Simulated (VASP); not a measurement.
Data:

```
CELL_PARAMETERS angstrom
      0.00000     2.36640     2.36640
      2.36640     0.00000     2.36640
      2.36640     2.36640     0.00000
ATOMIC_POSITIONS crystal
  Hf 0.00000 0.00000 0.00000
  C  0.50000 0.50000 0.50000
```

The numbers are results of PBE GGA, VASP's PBE PAW potentials (set 64) (plane waves; VASP), not measurements. Settings: 520 eV cut-off, 10×10×10 Γ-centred mesh, first-order Methfessel-Paxton smearing of 0.10 eV, potentials Hf_pv C.

Task: Give the stress tensor in GPa (positive for a compressed cell).

Result: 
```
-11.76    0.00    0.00
  0.00  -11.76    0.00
  0.00    0.00  -11.76
```
The pressure is its mean diagonal, -11.76 GPa.

The compound is HfC in the rock salt structure. The cell was not relaxed at this level.
